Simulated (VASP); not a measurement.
VASP ran on this input.

File KPOINTS:
```
Automatic mesh
0
Gamma
8 8 8
0 0 0
```

File POSCAR:
```
HfO2
3.6452730
  0.0000000000   0.7071067157   0.7071067157
  0.7071067157   0.0000000000   0.7071067157
  0.7071067157   0.7071067157   0.0000000000
Hf O
1 2
Cart
  0.0000000000   0.0000000000   0.0000000000
  0.3535533578   0.3535533578   0.3535533578
  1.0606600735   1.0606600735   1.0606600735
```

INCAR:
```
ISIF  =  2
LASPH  =  T   ! aspherical one-centre terms
LREAL  =  F   ! projection in real space or not
ZAB_VDW  =  -1.8867
AGGAC  =  0.0
LWAVE  =  F
SYSTEM  =  HfO2
LCHARG  =  T
ALGO  =  Normal   ! blocked Davidson
NELM  =  100
LORBIT  =  11   ! lm-projected
EDIFF  =  1E-7   ! SCF stop (eV)
LMAXMIX  =  6   ! l cut-off of mixed one-centre charges
GGA  =  ML
NEDOS  =  601   ! DOS grid
ISMEAR  =  -5
LEFG  =  T
PREC  =  Accurate
ENCUT  =  520   ! plane-wave cut-off (eV)
LUSE_VDW  =  T
```

POTCAR, in this order: Hf_pv O (PBE.64 set). Program: vasp_std.

Question: Translate this vdW-DF2 calculation to Quantum ESPRESSO's pw.x.

Answer: One equivalent input (not run):
```
&CONTROL
  calculation = 'scf'
  pseudo_dir = './pseudo'
  outdir = './out'
  tprnfor = .true.
  tstress = .true.
/
&SYSTEM
  ibrav = 0
  nat = 3
  ntyp = 2
  ecutwfc = 84
  occupations = 'tetrahedra'
  input_dft = 'vdw-df2'
/
&ELECTRONS
  conv_thr = 7.3e-09
  electron_maxstep = 100
/
ATOMIC_SPECIES
  Hf 178.490 Hf.upf
  O 15.999 O.upf
CELL_PARAMETERS angstrom
     0.0000000    2.5775970    2.5775970
     2.5775970    0.0000000    2.5775970
     2.5775970    2.5775970    0.0000000
ATOMIC_POSITIONS crystal
  Hf   0.0000000  0.0000000  0.0000000
  O    0.2500000  0.2500000  0.2500000
  O    0.7500000  0.7500000  0.7500000
K_POINTS automatic
  8 8 8 0 0 0
```
What does not carry over: the potentials are each code's own (VASP's PAW set, PseudoDojo norm-conserving files in pw.x), so ENCUT and ecutwfc are chosen apart and not converted; conv_thr bounds pw.x's estimated SCF error, while EDIFF bounds the energy change between steps; the field gradients of LEFG aren't asked of the other code.

The compound is HfO2 in the fluorite structure, the high-temperature cubic form, which is unstable at 0 K; the monoclinic form is the stable one. It was relaxed first.
